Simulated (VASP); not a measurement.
Input:

```xyz
8
Lattice="6.0666 0.0000 0.0000 0.0000 6.0666 0.0000 0.0000 0.0000 6.0666" Properties=species:S:1:pos:R:3 pbc="T T T"
Pb     0.0000     0.0000     0.0000
Pb     3.0333     3.0333     0.0000
Pb     3.0333     0.0000     3.0333
Pb     0.0000     3.0333     3.0333
Se     3.0333     3.0333     3.0333
S      0.0000     0.0000     3.0333
S      0.0000     3.0333     0.0000
S      3.0333     0.0000     0.0000
```

Computed with PBE GGA, VASP's PBE PAW potentials (set 64) (plane waves; VASP). Numerical set-up: 400 eV cut-off, Gaussian smearing of 0.050 eV, potentials Pb_d Se S.

Unless said otherwise, spin-orbit coupling is left out, though it shifts the bands of the heavy elements here.

### Question
Predict the band gap (along the path) with the smallest direct gap where there is one.

### Answer

```json
{
 "band gap (along the path)": "0.42 eV",
 "smallest direct gap (along the path)": "0.42 eV"
}
```

Total energies compare only between runs with the same potentials, cut-off and functional.

The structure was generated: Pb4S3Se was put into an ordered model structure (Pm-3m), which need not be its known phase. It was relaxed first.
